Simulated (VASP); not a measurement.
An input for Quantum ESPRESSO's pw.x (written as the equivalent of a VASP run, and not itself run):

```
&CONTROL
  calculation = 'vc-relax'
  pseudo_dir = './pseudo'
  outdir = './out'
  tprnfor = .true.
  tstress = .true.
  nstep = 30
  forc_conv_thr = 0.00039
/
&SYSTEM
  ibrav = 0
  nat = 4
  ntyp = 2
  ecutwfc = 84
  occupations = 'smearing'
  smearing = 'methfessel-paxton'
  degauss = 0.00735
  input_dft = 'pz'
/
&ELECTRONS
  conv_thr = 7.3e-09
  electron_maxstep = 100
/
&IONS
/
&CELL
  cell_dofree = 'shape'
/
ATOMIC_SPECIES
  Sn 118.710 Sn.upf
  O 15.999 O.upf
CELL_PARAMETERS angstrom
     3.6892466    0.0000000    0.0000000
     0.0000000    3.6892466    0.0000000
     0.0000000    0.0000000    4.5399541
ATOMIC_POSITIONS crystal
  Sn   0.5000000  0.0000000  0.7518196
  Sn   0.0000000  0.5000000  0.2481804
  O    0.5000000  0.5000000  0.0000000
  O    0.0000000  0.0000000  0.0000000
K_POINTS automatic
  10 10 8 0 0 0
```

Question: Write the VASP files for the same calculation (LDA).

Answer: This is not unique; one that fits is 
File KPOINTS:
```
kpoints
0
G
10 10 8
```

**INCAR**
```
! general
SYSTEM  = SnO
PREC    = Accurate
ENCUT   = 520
LREAL   = .FALSE.
LASPH   = .TRUE.

! electronic loop
EDIFF   = 1E-7   ! SCF stop (eV)
NELM    = 100   ! most electronic steps
ALGO    = Normal   ! blocked Davidson
LMAXMIX = 4

! smearing
ISMEAR  = 1
SIGMA   = 0.1   ! width (eV)

! ions
IBRION  = 2   ! conjugate gradients
NSW     = 30   ! most ionic steps
ISIF    = 4   ! ions and shape, fixed volume
EDIFFG  = -0.01

! output
LWAVE   = .FALSE.
LCHARG  = .FALSE.
```

File POSCAR:
```
SnO
1.0
  3.6892465637   0.0000000000   0.0000000000
  0.0000000000   3.6892465637   0.0000000000
  0.0000000000   0.0000000000   4.5399541454
Sn O
2 2
Cartesian
  1.8446232818   0.0000000000   3.4132265963
  0.0000000000   1.8446232818   1.1267275491
  1.8446232818   1.8446232818   0.0000000000
  0.0000000000   0.0000000000   0.0000000000
```

POTCAR, in this order: Sn_d O (LDA.64 set). Program: vasp_std.

The two are equivalent in intent, not identical: the potentials are each code's own (VASP's PAW set, PseudoDojo norm-conserving files in pw.x), so ENCUT and ecutwfc are chosen apart and not converted; conv_thr bounds pw.x's estimated SCF error, while EDIFF bounds the energy change between steps; forc_conv_thr acts on force components and is met together with etot_conv_thr.

The compound is SnO in the litharge structure. This cell is one point of a volume scan, at 0.94 of the reference volume. Symmetry was kept, so distortions that lower it aren't found.
